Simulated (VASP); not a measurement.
An input for Quantum ESPRESSO's pw.x (written as the equivalent of a VASP run, and not itself run):

```
&CONTROL
  calculation = 'vc-relax'
  pseudo_dir = './pseudo'
  outdir = './out'
  tprnfor = .true.
  tstress = .true.
  nstep = 40
  forc_conv_thr = 0.00039
/
&SYSTEM
  ibrav = 0
  nat = 2
  ntyp = 2
  ecutwfc = 84
  occupations = 'smearing'
  smearing = 'methfessel-paxton'
  degauss = 0.00735
  input_dft = 'pbe'
/
&ELECTRONS
  conv_thr = 7.3e-09
  electron_maxstep = 100
/
&IONS
/
&CELL
  press = 150
/
ATOMIC_SPECIES
  Nb 92.906 Nb.upf
  N 14.007 N.upf
CELL_PARAMETERS angstrom
    -0.0000000    2.1769362    2.1769362
     2.1769362   -0.0000000    2.1769362
     2.1769362    2.1769362   -0.0000000
ATOMIC_POSITIONS crystal
  Nb   1.0000000  1.0000000  1.0000000
  N    0.5000000  0.5000000  0.5000000
K_POINTS automatic
  14 14 14 0 0 0
```

Problem. Translate this input to VASP (INCAR, KPOINTS, POSCAR, choice of POTCAR).

Solution. Several could match; the one computed here: 
### POSCAR
```
NbN
1.0
  0.0000000000   2.1769362158   2.1769362158
  2.1769362158   0.0000000000   2.1769362158
  2.1769362158   2.1769362158   0.0000000000
Nb N
1 1
direct
  1.0000000000   1.0000000000   1.0000000000
  0.5000000000   0.5000000000   0.5000000000
```

INCAR:
```
! general
SYSTEM =NbN
PREC   =Accurate
ENCUT  =600
LREAL  =.FALSE.
LASPH  =.TRUE.

! electronic loop
EDIFF  =1E-7
NELM   =100
ALGO   =Normal
LMAXMIX=4

! smearing
ISMEAR =1
SIGMA  =0.1

! functional
GGA    =PE

! ions
IBRION =2
NSW    =40
ISIF   =3
EDIFFG =-0.01
PSTRESS=150

! output
LWAVE  =.FALSE.
LCHARG =.FALSE.
```

### KPOINTS
```
Automatic mesh
0
Gamma
14 14 14
0 0 0
```

POTCAR, in this order: Nb_sv N (PBE.64 set). Program: vasp_std.

The two are equivalent in intent, not identical: the potentials are each code's own (VASP's PAW set, PseudoDojo norm-conserving files in pw.x), so ENCUT and ecutwfc are chosen apart and not converted; conv_thr bounds pw.x's estimated SCF error, while EDIFF bounds the energy change between steps; forc_conv_thr acts on force components and is met together with etot_conv_thr.

The compound is NbN in the rock salt structure, the cubic δ form, which competes with hexagonal ones. It was relaxed first under an external pressure of 15 GPa.
